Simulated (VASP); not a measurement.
NiC (relaxed from the wurtzite structure, space group P6_3mc): computed properties

Method: r2SCAN meta-GGA, VASP's PBE PAW potentials (set 64) (plane waves; VASP).

```
Item                                                                                                    Result
----------------------------------  --------------------------------------------------------------------------
space group                                                                                       P6_3mc (186)
cell                                a = 2.991 Å, b = 2.991 Å, c = 5.199 Å, α = 90.00°, β = 90.00°, γ = 120.00°
volume per atom                                                                                 10.07 Å^3/atom
band gap (over mesh and band path)                                    none (metal, semimetal or under 0.01 eV)
density                                                                                             5.83 g/cm³
```

```
CELL_PARAMETERS angstrom
      2.99069     0.00000     0.00000
     -1.49535     2.59002     0.00000
      0.00000     0.00000     5.19911
ATOMIC_POSITIONS crystal
  Ni 0.33333 0.66667 0.00397
  Ni 0.66667 0.33333 0.50397
  C  0.33333 0.66667 0.37103
  C  0.66667 0.33333 0.87103
```

The structure was generated: NiC was put into the wurtzite type (P6_3mc), which need not be its known phase. It was relaxed first, which changed the volume by -18 %. Symmetry was kept, so distortions that lower it aren't found.
